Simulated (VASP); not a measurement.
# Mg8CuSi4 (a cell with a defect) in VASP: notebook

Runs on Mg8CuSi4 (a cell with a defect). Level: PBE. Tasks: single point.

Program: VASP 6.6.1. These are calculated values, not measurements. Logs are shortened: lines on timing, memory, paths and dates and some standing lists are left out, and cuts for length are marked.

### Step 1. Starting point

The cell holds a defect, 13 atoms: a = 6.350 Å, b = 6.350 Å, c = 6.350 Å, α = 90.00°, β = 90.00°, γ = 90.00°.

### Step 2. Single point, PBE

File INCAR:

```
PREC = Accurate
ENCUT = 520
EDIFF = 1E-6
ISMEAR = -1
SIGMA = 0.05
LREAL = F
LASPH = T
NELM = 80
ALGO = Normal
ISIF = 2
LWAVE = F
LCHARG = T
GGA = PE
LELF = T
LVHAR = T
NBANDS = 34
```

File KPOINTS:

```
Automatic mesh
0
Gamma
  2 2 2
```

File POSCAR:

```
Mg8CuSi4
1.0
    6.3500000000      0.0000000000      0.0000000000
    0.0000000000      6.3500000000      0.0000000000
    0.0000000000      0.0000000000      6.3500000000
Mg Si Cu
8 4 1
Direct
    0.2978897638      0.3215118110      0.2895905512
    0.7086614173      0.7835433071      0.7889133858
    0.7488976378      0.6780157480      0.2525196850
    0.2646456693      0.2040157480      0.8275905512
    0.7849763780      0.2935275591      0.7375118110
    0.2792913386      0.7558267717      0.2680787402
    0.1664881890      0.7631968504      0.7882992126
    0.7215590551      0.2326614173      0.2611023622
   -0.0268661417     -0.0519842520      0.0297637795
    0.4970708661      0.4785669291      0.0101574803
    0.5198267717      0.0184566929      0.5170551181
    0.0040944882      0.5216692913      0.5224409449
   -0.0092125984     -0.0189606299      0.4158897638
```

Potentials or basis: VASP PAW PBE potentials, release 64 (Mg, Si, Cu).

Launch:

```console
$ cat potpaw_PBE.64/Mg/POTCAR potpaw_PBE.64/Si/POTCAR potpaw_PBE.64/Cu/POTCAR > POTCAR
$ mpirun -np 1 vasp_std > vasp.out
```

OUTCAR:

```text
PREC = Accurate
   ENCUT = 520
   EDIFF = 1E-6
   ISMEAR = -1
   LREAL = F
   LASPH = T
   NELM = 80
   ISIF = 2
   GGA = PE

 ion  position               nearest neighbor table
   1  0.298  0.322  0.290-  10 2.40  12 2.70   8 2.75   6 2.76  11 2.79  13 3.02   4 3.03   4 3.50
                             6 3.60
   2  0.709  0.784  0.789-   9 2.50  11 2.58  10 2.74   7 2.91  12 3.02   3 3.03   5 3.17  13 3.22
                             5 3.29   7 3.45   3 3.48
   3  0.749  0.678  0.253-  10 2.56  12 2.56   9 2.64  13 2.67   8 2.83   6 3.02   2 3.03  11 3.10
                             6 3.41   2 3.48   8 3.53
   4  0.265  0.204  0.828-  10 2.56   9 2.78  11 2.81   7 2.88   1 3.03   5 3.15  12 3.25   5 3.40
                             1 3.50   7 3.61
   5  0.785  0.294  0.738-  12 2.43  10 2.78  11 2.80   8 3.08   9 3.11  13 3.13   4 3.15   2 3.17
                             2 3.29   8 3.37   4 3.40
   6  0.279  0.756  0.268-  13 2.51   9 2.75  11 2.76   1 2.76  10 2.77  12 2.81   3 3.02   7 3.13
                             7 3.38   3 3.41   1 3.60
   7  0.166  0.763  0.788-   9 2.29  12 2.50   4 2.88   2 2.91  13 2.96  10 3.11   6 3.13  11 3.26
                             6 3.38   2 3.45   4 3.61
   8  0.722  0.233  0.261-  11 2.48  13 2.54  10 2.65   1 2.75   9 2.82   3 2.83  12 3.06   5 3.08
                             5 3.37   3 3.53
   9  0.973  0.948  0.030-   7 2.29  13 2.46   2 2.50   3 2.64   6 2.75   4 2.78   8 2.82   5 3.11
[... 5 lines left out ...]
  12  0.004  0.522  0.522-   5 2.43   7 2.50   3 2.56   1 2.70   6 2.81   2 3.02   8 3.06   4 3.25

  13  0.991  0.981  0.416-   9 2.46   6 2.51   8 2.54   3 2.67   7 2.96   1 3.02   5 3.13   2 3.22

  LATTYP: Found a simple cubic cell.
 ALAT       =     6.3500000000

  Lattice vectors:

 A1 = (   6.3500000000,   0.0000000000,   0.0000000000)
 A2 = (   0.0000000000,   6.3500000000,   0.0000000000)
 A3 = (   0.0000000000,   0.0000000000,   6.3500000000)

Analysis of symmetry for initial positions (statically):
=====================================================================
 Subroutine PRICEL returns:
 Original cell was already a primitive cell.

 Routine SETGRP: Setting up the symmetry group for a
 simple cubic supercell.

 Subroutine GETGRP returns: Found  1 space group operations
 (whereof  1 operations were pure point group operations)
 out of a pool of 48 trial point group operations.

The static configuration has the point symmetry C_1 .

Analysis of symmetry for dynamics (positions and initial velocities):
=====================================================================
 Subroutine PRICEL returns:
 Original cell was already a primitive cell.

 Routine SETGRP: Setting up the symmetry group for a
 simple cubic supercell.

 Subroutine GETGRP returns: Found  1 space group operations
 (whereof  1 operations were pure point group operations)
 out of a pool of 48 trial point group operations.

The dynamic configuration has the point symmetry C_1 .

 Subroutine INISYM returns: Found  1 space group operations
 (whereof  1 operations are pure point group operations),
 and found     1 'primitive' translations

----------------------------------------------------------------------------------------

                                     Primitive cell

  volume of cell :     256.0479

  direct lattice vectors                    reciprocal lattice vectors
     6.350000000  0.000000000  0.000000000     0.157480315  0.000000000  0.000000000
     0.000000000  6.350000000  0.000000000     0.000000000  0.157480315  0.000000000
     0.000000000  0.000000000  6.350000000     0.000000000  0.000000000  0.157480315

  length of vectors
     6.350000000  6.350000000  6.350000000     0.157480315  0.157480315  0.157480315

  position of ions in fractional coordinates (direct lattice)
     0.297889764  0.321511811  0.289590551
     0.708661417  0.783543307  0.788913386
     0.748897638  0.678015748  0.252519685
     0.264645669  0.204015748  0.827590551
     0.784976378  0.293527559  0.737511811
     0.279291339  0.755826772  0.268078740
     0.166488189  0.763196850  0.788299213
     0.721559055  0.232661417  0.261102362
     0.973133858  0.948015748  0.029763780
[... 29 lines left out ...]
 Generating k-lattice:

  Cartesian coordinates                     Fractional coordinates (reciprocal lattice)
     0.078740157  0.000000000  0.000000000     0.500000000  0.000000000  0.000000000
     0.000000000  0.078740157  0.000000000     0.000000000  0.500000000  0.000000000
     0.000000000  0.000000000  0.078740157     0.000000000  0.000000000  0.500000000

  Length of vectors
     0.078740157  0.078740157  0.078740157

  Shift w.r.t. Gamma in fractional coordinates (k-lattice)
     0.000000000  0.000000000  0.000000000

 Subroutine IBZKPT returns following result:
 ===========================================

 Found      8 irreducible k-points:

 Following reciprocal coordinates:
            Coordinates               Weight
  0.000000  0.000000  0.000000      1.000000
  0.500000  0.000000  0.000000      1.000000
  0.000000  0.500000  0.000000      1.000000
  0.000000  0.000000  0.500000      1.000000
  0.500000  0.500000  0.000000      1.000000
  0.000000  0.500000  0.500000      1.000000
  0.500000  0.000000  0.500000      1.000000
  0.500000  0.500000  0.500000      1.000000
   k-points           NKPTS =      8   k-points in BZ     NKDIM =      8   number of bands    NBANDS=     34
   number of dos      NEDOS =    301   number of ions     NIONS =     13
   total plane-waves  NPLWV = 110592
   dimension x,y,z NGX =    48 NGY =   48 NGZ =   48
   dimension x,y,z NGXF=    96 NGYF=   96 NGZF=   96
   ions per type =               8   4   1
   NGX,Y,Z   is equivalent  to a cutoff of  12.57, 12.57, 12.57 a.u.
   NGXF,Y,Z  is equivalent  to a cutoff of  25.13, 25.13, 25.13 a.u.
 SYSTEM =  unknown system
   PREC   = accura    normal or accurate (medium, high low for compatibility)
   ISTART =      0    job   : 0-new  1-cont  2-samecut
   ICHARG =      2    charge: 1-file 2-atom 10-const
   ISPIN  =      1    spin polarized calculation?
   LNONCOLLINEAR =      F non collinear calculations
   LSORBIT =      F    spin-orbit coupling
   LASPH  =      T    aspherical Exc in radial PAW
   ENCUT  =  520.0 eV  38.22 Ry    6.18 a.u.  11.81 11.81 11.81*2*pi/ulx,y,z
   NELM   =     80;   NELMIN=  2; NELMDL= -5     # of ELM steps
   EDIFF  = 0.1E-05   stopping-criterion for ELM
   LREAL  =      F    real-space projection
   EDIFFG = 0.1E-04   stopping-criterion for IOM
   NSW    =      0    number of steps for IOM
   IBRION =     -1    ionic relax: 0-MD 1-quasi-New 2-CG
   NFREE  =      0    steps in history (QN), initial steepest desc. (CG)
   ISIF   =      2    stress and relaxation
   ISYM   =      2    0-nonsym 1-usesym 2-fastsym
   POTIM  = 0.5000    time-step for ionic-motion
   TEBEG  =    0.0;   TEEND  =   0.0 temperature during run
   PSTRESS=    0.0 pullay stress
   NELECT =      43.0000    total number of electrons
   NUPDOWN=      -1.0000    fix difference up-down
   EMIN   =  10.00;   EMAX   =-10.00  energy-range for DOS
   EFERMI =   0.00;   METHOD = LEGACY
   ISMEAR =    -1;   SIGMA  =   0.05  broadening in eV -4-tet -1-fermi 0-gaus
   EFERMI_NEDOS =   21; number of points for ismear=-14 and -15
   IALGO  =     38    algorithm
   IMIX   =      4    mixing-type and parameters
     AMIX     =   0.40;   BMIX     =  1.00
     AMIX_MAG =   1.60;   BMIX_MAG =  1.00
  volume/ion in A,a.u.               =      19.70       132.92
  Fermi-wavevector in a.u.,A,eV,Ry     =   0.903214  1.706827 11.099568  0.815795
  Thomas-Fermi vector in A             =   2.026512
   LORBIT       =      0    0 simple, 1 ext, 2 COOP (PROOUT), +10 PAW based schemes
   GGA     = PE    functional components
   LHFCALC =     F    Hartree Fock is set to
   AEXX    =    0.0000 exact exchange contribution
   IVDW    =     0    specifies the selected vdW correction
   LEPSILON=     F    determine dielectric tensor
   LRPA    =     F    only Hartree local field effects (RPA)
 non-spin polarized calculation
  energy-cutoff  :      520.00
  volume of cell :      256.05
 maximum number of plane-waves:      6931
 NGX is ok and might be reduce to    48
   NGX = 23   NGY = 23   NGZ = 23

 number of electron      43.0000024 magnetization

 Free energy of the ion-electron system (eV)
  ---------------------------------------------------
  ext. energy  EPLUGINS =         0.00000000
  ---------------------------------------------------
  free energy    TOTEN  =       -35.76481499 eV

  energy without entropy =      -35.74194426  energy(sigma->0) =      -35.75337962

 E-fermi :   4.5378     XC(G=0):  -9.1533

 val. band max:        4.5218163912   @ k =   0.0000   0.0000   0.0000
 cond. band min:       4.5881322079   @ k =   0.0000   0.0000   0.5000
 fundamental gap:      0.0663158167
 Fermi energy:         4.5377711449

 k-point     1 :       0.0000    0.0000    0.0000
  band No.  band energies     occupation
      1      -5.3663      2.00000
      2      -3.5654      2.00000
      3      -3.3103      2.00000
      4      -3.1442      2.00000
      5      -0.7412      2.00000
      6      -0.5563      2.00000
[... 277 lines left out ...]
     32       6.7058      0.00000
     33       6.9577      0.00000
 [bands above 33 left out]

------------------------ aborting loop because EDIFF is reached ----------------------------------------

  FORCE on cell =-STRESS in cart. coord.  units (eV):
  Direction    XX          YY          ZZ          XY          YZ          ZX
  --------------------------------------------------------------------------------------
  -------------------------------------------------------------------------------------
  Total        7.3666455      7.6622026      8.7494551      0.2531202      0.0859811     -1.2413273
  in kB       46.0955688     47.9449682     54.7482715      1.5838579      0.5380124     -7.7674006
  external PRESSURE =      49.5962695 kB  Pullay stress =       0.0000000 kB

 VOLUME and BASIS-vectors are now :
 -----------------------------------------------------------------------------
  energy-cutoff  :      520.00
  volume of cell :      256.05
      direct lattice vectors                 reciprocal lattice vectors
     6.350000000  0.000000000  0.000000000     0.157480315  0.000000000  0.000000000
     0.000000000  6.350000000  0.000000000     0.000000000  0.157480315  0.000000000
     0.000000000  0.000000000  6.350000000     0.000000000  0.000000000  0.157480315

 POSITION                                       TOTAL-FORCE (eV/Angst)
 -----------------------------------------------------------------------------------
      1.89160      2.04160      1.83890        -1.391450     -1.366986      1.476475
      4.50000      4.97550      5.00960        -0.678150     -0.538601     -0.576860
      4.75550      4.30540      1.60350        -0.153184      0.740569      0.364714
      1.68050      1.29550      5.25520        -0.105815      0.176849     -0.727562
      4.98460      1.86390      4.68320        -0.819440     -0.965238      0.970900
      1.77350      4.79950      1.70230         0.281913      0.339494     -0.165005
      1.05720      4.84630      5.00570         2.196681     -1.467658     -1.189196
      4.58190      1.47740      1.65800         1.038843      0.117112     -0.954581
      6.17940      6.01990      0.18900        -0.283625      2.558779      1.877778
      3.15640      3.03890      0.06450         0.332058      0.924261     -1.025732
      3.30090      0.11720      3.28330        -0.891408     -0.443670      0.383537
      0.02600      3.31260      3.31750         0.636606     -0.047389     -0.799572
      6.29150      6.22960      2.64090        -0.163028     -0.027521      0.365102
 -----------------------------------------------------------------------------------
    total drift:                               -0.000861     -0.001169      0.001497

  FREE ENERGIE OF THE ION-ELECTRON SYSTEM (eV)
  ---------------------------------------------------
  free  energy   TOTEN  =       -35.7648149907 eV

  energy  without entropy=      -35.7419442588  energy(sigma->0) =      -35.75337962
```

It took 84 s on 1 thread of Intel Xeon Platinum 8488C (Sapphire Rapids), shared host; peak memory 0.34 GiB.

What came out:

```
Free energy            : -35.7648 eV
Pressure               : 5.0 GPa
Largest force          : 3.187 eV/Å
Band gap on the k mesh : none (metal or under the smearing width)
```

Forces in eV/Å, atoms in the order of the input:
```
Mg  -1.391 -1.367  1.476
Mg  -0.678 -0.539 -0.577
Mg  -0.153  0.741  0.365
Mg  -0.106  0.177 -0.728
Mg  -0.819 -0.965  0.971
Mg   0.282  0.339 -0.165
Mg   2.197 -1.468 -1.189
Mg   1.039  0.117 -0.955
Si  -0.284  2.559  1.878
Si   0.332  0.924 -1.026
Si  -0.891 -0.444  0.384
Si   0.637 -0.047 -0.800
Cu  -0.163 -0.028  0.365
```

Stress tensor (GPa, compression positive):
```
 4.61  0.16 -0.78
 0.16  4.79  0.05
-0.78  0.05  5.47
```

Levels at points of the mesh, in eV from the Fermi level:
```csv
k point,band 18,band 19,band 20,band 21,band 22,band 23,band 24,band 25
"(0.00, 0.00, 0.00)",-2.27,-1.90,-0.91,-0.72,-0.67,-0.45,-0.20,-0.02
"(0.50, 0.00, 0.00)",-1.99,-1.80,-1.71,-1.58,0.42,0.58,0.71,0.85
"(0.00, 0.50, 0.00)",-1.93,-1.86,-1.79,-1.65,0.41,0.52,0.78,0.93
"(0.00, 0.00, 0.50)",-1.95,-1.90,-1.75,-1.52,0.05,0.49,0.74,1.07
"(0.50, 0.50, 0.00)",-1.62,-1.49,-1.21,-0.64,0.53,0.81,1.05,1.14
"(0.00, 0.50, 0.50)",-1.58,-1.35,-1.18,-1.07,0.39,0.82,1.02,1.15
"(0.50, 0.00, 0.50)",-1.55,-1.40,-1.26,-1.07,0.57,0.75,1.07,1.18
"(0.50, 0.50, 0.50)",-1.21,-1.07,-1.05,-0.70,0.31,0.48,0.71,0.78
```

Caveat: the k mesh is coarse (spacing up to 0.49 Å⁻¹), so the values aren't converged.

### Step 3. Single point, PBE

File INCAR:

```
SYSTEM = Mg8CuSi4
ALGO     = Normal         ! electronic algorithm
EDIFF    = 1E-7           ! SCF threshold, eV
ENCUT    = 520            ! plane-wave cutoff, eV
GGA      = PE             ! functional
ISIF     = 2              ! what is computed and relaxed
ISMEAR   = -1             ! smearing method
LASPH    = .True.         ! aspherical terms in the spheres
LCHARG   = .False.        ! write CHGCAR
LREAL    = .False.        ! projectors in reciprocal space
LWAVE    = .False.        ! write WAVECAR
NBANDS   = 34             ! bands
NELM     = 100            ! most SCF steps
PREC     = Accurate       ! precision mode
SIGMA    = 0.05           ! smearing width, eV
```

File KPOINTS:

```
k-points
0
Gamma
  2 2 2
  0 0 0
```

File POSCAR:

```
Mg8CuSi4
1.0
    6.3500000000      0.0000000000      0.0000000000
    0.0000000000      6.3500000000      0.0000000000
    0.0000000000      0.0000000000      6.3500000000
Mg Si Cu
8 4 1
Direct
    0.2550236220      0.3359842520      0.4290866142
    0.6975905512      0.7523937008      0.7375590551
    0.6968346457      0.7488661417      0.2747401575
    0.2965196850      0.1751023622      0.8335748031
    0.7661889764      0.1956377953      0.7960157480
    0.2647874016      0.7515905512      0.2454645669
    0.2653543307      0.6998425197      0.7320000000
    0.7763149606      0.2904094488      0.1961889764
   -0.0237007874     -0.0208818898      0.0299370079
    0.4717165354      0.5192598425      0.0077952756
    0.5094330709      0.0231968504      0.4891338583
   -0.0570551181      0.5128346457      0.5460629921
    0.0145354331     -0.0173543307      0.4069133858
```

Potentials or basis: VASP PAW PBE potentials, release 64 (Mg, Si, Cu).

Launch:

```console
$ cat potpaw_PBE.64/Mg/POTCAR potpaw_PBE.64/Si/POTCAR potpaw_PBE.64/Cu/POTCAR > POTCAR
$ mpirun -np 1 vasp_std > vasp.out
```

Run time: 88 s. Hardware: 1 thread of Intel Xeon Platinum 8488C (Sapphire Rapids), shared host; peak memory 0.34 GiB.

Results (log left out):

| Item | Value |
| --- | --- |
| Free energy | -35.1942 eV |
| Pressure | 5.4 GPa |
| Largest force | 2.296 eV/Å |
| Band gap on the k mesh | none (metal or under the smearing width) |

Forces in eV/Å, atoms in the order of the input:
```
Mg   1.024 -0.628 -1.696
Mg   0.752 -0.003  1.270
Mg   1.087 -0.412 -0.895
Mg  -0.442 -0.024  0.878
Mg  -0.297  1.262 -1.895
Mg  -0.713  0.213 -0.311
Mg  -1.408  0.758 -0.087
Mg  -0.120  0.366  1.625
Si   0.799 -0.953  0.167
Si   0.784 -1.424  0.296
Si  -0.714  0.442  0.575
Si  -0.310  0.026 -0.529
Cu  -0.442  0.376  0.601
```

Stress tensor (GPa, compression positive):
```
 5.35 -3.01 -0.05
-3.01  5.60  1.48
-0.05  1.48  5.12
```

Levels at points of the mesh, in eV from the Fermi level:
| k point | band 18 | band 19 | band 20 | band 21 | band 22 | band 23 | band 24 | band 25 |
| --- | --- | --- | --- | --- | --- | --- | --- | --- |
| (0.00, 0.00, 0.00) | -2.15 | -1.91 | -1.12 | -0.73 | -0.65 | -0.30 | -0.28 | -0.10 |
| (0.50, 0.00, 0.00) | -1.95 | -1.72 | -1.55 | -1.26 | 0.30 | 0.53 | 0.64 | 0.95 |
| (0.00, 0.50, 0.00) | -1.94 | -1.77 | -1.44 | -1.41 | 0.30 | 0.60 | 0.74 | 0.82 |
| (0.00, 0.00, 0.50) | -2.10 | -1.79 | -1.50 | -1.32 | 0.11 | 0.59 | 0.86 | 1.06 |
| (0.50, 0.50, 0.00) | -1.59 | -1.41 | -1.00 | -0.74 | 0.63 | 0.71 | 0.90 | 1.29 |
| (0.00, 0.50, 0.50) | -1.55 | -1.32 | -0.99 | -0.90 | 0.57 | 0.75 | 1.13 | 1.29 |
| (0.50, 0.00, 0.50) | -1.52 | -1.25 | -1.08 | -0.79 | 0.42 | 0.78 | 1.00 | 1.32 |
| (0.50, 0.50, 0.50) | -1.03 | -0.78 | -0.73 | -0.55 | 0.29 | 0.32 | 0.62 | 0.82 |

Caveat: the k mesh is coarse (spacing up to 0.49 Å⁻¹), so the values aren't converged.
